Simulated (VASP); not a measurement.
```xyz
2
Lattice="0.0000 2.9123 2.9123 2.9123 0.0000 2.9123 2.9123 2.9123 0.0000" Properties=species:S:1:pos:R:3 pbc="T T T"
Cd     0.0000     0.0000     0.0000
S      1.4561     1.4561     1.4561
```

Calculation: PBEsol GGA with spin-orbit coupling, VASP's PBE PAW potentials (set 64) (plane waves; VASP). Settings: 400 eV cut-off, 7×7×7 Γ-centred mesh, Gaussian smearing of 0.050 eV, potentials Cd S.

Task: Estimate the energy per atom (σ→0), band gap (over mesh and band path) with the smallest direct gap where there is one.

Result: 
```yaml
band gap (over mesh and band path): 1.00 eV
smallest direct gap (over mesh and band path): 1.00 eV
energy per atom (σ→0): -3.420 eV/atom
```

The structure comes from a measured CdS entry (F-43m) of the Crystallography Open Database, whose conditions weren't checked. It was relaxed first.
